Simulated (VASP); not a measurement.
Given:

```xyz
2
Lattice="0.0000 2.3996 2.3996 2.3996 0.0000 2.3996 2.3996 2.3996 0.0000" Properties=species:S:1:pos:R:3 pbc="T T T"
Sr     0.0000     0.0000     0.0000
O      2.3996     2.3996     2.3996
```

The numbers are results of PBEsol GGA, VASP's PBE PAW potentials (set 64) (plane waves; VASP), not measurements. Numerical set-up: 620 eV cut-off, 9×9×9 Γ-centred mesh, Gaussian smearing of 0.050 eV, potentials Sr_sv O.

What does the run give for the energy per atom (σ→0), pressure?

* **energy per atom (σ→0)**: -6.077 eV/atom
* **pressure**: 29.99 GPa

The compound is SrO in the rock salt structure. It was relaxed first under an external pressure of 30 GPa.
